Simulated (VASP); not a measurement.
Level of theory: LDA (Ceperley-Alder, Perdew-Zunger), VASP's LDA PAW potentials (set 64) (plane waves; VASP 6.6.1).

Gaps are without spin-orbit coupling.

### Question
Order these relaxed crystals by band gap, smallest first: BN, P6_3mc (186); KF, Fm-3m (225); WS2, P6_3/mmc (194); ZnCdS2, P-4m2 (115).

### Answer
WS2, P6_3/mmc (194) (0.86 eV), ZnCdS2, P-4m2 (115) (1.38 eV), BN, P6_3mc (186) (4.91 eV), KF, Fm-3m (225) (6.31 eV)
